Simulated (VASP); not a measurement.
All values below come from LDA (Ceperley-Alder, Perdew-Zunger), VASP's LDA PAW potentials (set 64) (plane waves; VASP 6.6.1).

The input files of a VASP run:

### POSCAR
```
ZnS
1
    0.0000000000     2.6492611863     2.6492611863
    2.6492611863     0.0000000000     2.6492611863
    2.6492611863     2.6492611863     0.0000000000
Zn S
1 1
Direct
  0.0000000000   0.0000000000   0.0000000000
  0.2500000000   0.2500000000   0.2500000000
```

**KPOINTS**
```
Automatic mesh
0
Gamma
9 9 9
0 0 0
```

### INCAR
```
SYSTEM = ZnS
PREC = Accurate
ENCUT = 400
EDIFF = 1E-8
NELM = 100
ALGO = Normal
LREAL = .FALSE.
LASPH = .TRUE.
ISMEAR = 0
SIGMA = 0.01
LMAXMIX = 4
LWAVE = .FALSE.
LCHARG = .FALSE.
IBRION = 8
NSW = 1
LEPSILON = .TRUE.
```

POTCAR, in this order: Zn S (LDA.64 set). Program: vasp_std.

The run wrote:

File OUTCAR:
```


 HEAD OF MICROSCOPIC STATIC DIELECTRIC TENSOR (INDEPENDENT PARTICLE, excluding Hartree and local field effects)
 ------------------------------------------------------
           6.675902     0.000000    -0.000000
           0.000000     6.675902     0.000000
          -0.000000     0.000000     6.675902
 ------------------------------------------------------

 MACROSCOPIC STATIC DIELECTRIC TENSOR (including local field effects in DFT)
 ------------------------------------------------------
           6.179740     0.000000     0.000000
           0.000000     6.179740    -0.000000
           0.000000    -0.000000     6.179740
 ------------------------------------------------------

 PIEZOELECTRIC TENSOR (including local field effects)  for field in x, y, z        (e  Angst)
          XX          YY          ZZ          XY          YZ          ZX
  --------------------------------------------------------------------------------
  x     0.00000     0.00000    -0.00000     0.00000    -1.53686     0.00000
  y    -0.00000     0.00000     0.00000     0.00000     0.00000    -1.53686
  z    -0.00000    -0.00000     0.00000    -1.53686     0.00000     0.00000

 PIEZOELECTRIC TENSOR (including local field effects)  for field in x, y, z        (C/m^2)
          XX          YY          ZZ          XY          YZ          ZX
  --------------------------------------------------------------------------------
  x     0.00000     0.00000    -0.00000     0.00000    -0.66212     0.00000
  y    -0.00000     0.00000     0.00000     0.00000     0.00000    -0.66212
  z    -0.00000    -0.00000     0.00000    -0.66212     0.00000     0.00000

 BORN EFFECTIVE CHARGES (including local field effects) (in |e|, cummulative output)
 ---------------------------------------------------------------------------------
 ion    1
    1     1.91673     0.00000    -0.00000
    2     0.00000     1.91673     0.00000
    3     0.00000     0.00000     1.91673
 ion    2
    1    -1.91673     0.00000     0.00000
    2     0.00000    -1.91673     0.00000
    3    -0.00000    -0.00000    -1.91673

   1 f  =    8.734579 THz    54.880977 2PiTHz  291.354189 cm-1    36.123299 meV

   2 f  =    8.734579 THz    54.880977 2PiTHz  291.354189 cm-1    36.123299 meV

   3 f  =    8.734579 THz    54.880977 2PiTHz  291.354189 cm-1    36.123299 meV

   4 f/i=    0.003524 THz     0.022143 2PiTHz    0.117551 cm-1     0.014575 meV

   5 f/i=    0.003524 THz     0.022143 2PiTHz    0.117551 cm-1     0.014575 meV

   6 f/i=    0.003524 THz     0.022143 2PiTHz    0.117551 cm-1     0.014575 meV

 MACROSCOPIC STATIC DIELECTRIC TENSOR IONIC CONTRIBUTION
 ------------------------------------------------------
           2.662450     0.000000     0.000000
           0.000000     2.662450     0.000000
           0.000000     0.000000     2.662450
 ------------------------------------------------------

 ELASTIC MODULI CONTR FROM IONIC RELAXATION (kBar)
 Direction    XX          YY          ZZ          XY          YZ          ZX
 --------------------------------------------------------------------------------
 XX          -0.0000     -0.0000     -0.0000     -0.0000      0.0000      0.0000
 YY          -0.0000     -0.0000     -0.0000     -0.0000     -0.0000      0.0000
 ZZ          -0.0000     -0.0000     -0.0000      0.0000     -0.0000      0.0000
 XY          -0.0000     -0.0000      0.0000   -279.0423     -0.0000     -0.0000
 YZ           0.0000     -0.0000     -0.0000     -0.0000   -279.0423     -0.0000
 ZX           0.0000      0.0000      0.0000     -0.0000     -0.0000   -279.0423
 --------------------------------------------------------------------------------

 PIEZOELECTRIC TENSOR IONIC CONTR  for field in x, y, z        (C/m^2)
          XX          YY          ZZ          XY          YZ          ZX
  --------------------------------------------------------------------------------
  x    -0.00000     0.00000     0.00000     0.00000     0.81105     0.00000
  y    -0.00000    -0.00000    -0.00000     0.00000     0.00000     0.81105
  z     0.00000     0.00000    -0.00000     0.81105     0.00000     0.00000
```
(Selected blocks of OUTCAR.)

The dielectric response may not be converged in the k-mesh; for small gaps it tends to come out too large.

The compound is ZnS in the zinc blende structure. It was relaxed first, which changed the volume by -6 %.
